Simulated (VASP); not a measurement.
Here is the system:

```
CELL_PARAMETERS angstrom
      1.51147    -2.61794     0.00000
      1.51147     2.61794     0.00000
      0.00000     0.00000     4.90196
ATOMIC_POSITIONS crystal
  Mg 0.33333 0.66667 0.25000
  Mg 0.66667 0.33333 0.75000
```

Method: LDA (Ceperley-Alder, Perdew-Zunger), VASP's LDA PAW potentials (set 64) (plane waves; VASP). Numerical set-up: 500 eV cut-off, 14×14×8 Γ-centred mesh, first-order Methfessel-Paxton smearing of 0.10 eV, potentials Mg.

Problem. What does the run give for the energy per atom (σ→0), pressure, band gap (on the k-mesh) with the smallest direct gap where there is one?

Solution. 
```json
{
  "band gap (on the k-mesh)": "none (metal, semimetal or under 0.01 eV)",
  "energy per atom (σ→0)": "-1.784 eV/atom",
  "pressure": "4.99 GPa"
}
```

The absolute energy has meaning only against runs of the same code, potentials and settings.

The compound is Mg in the hcp structure. It was relaxed first under an external pressure of 5 GPa.
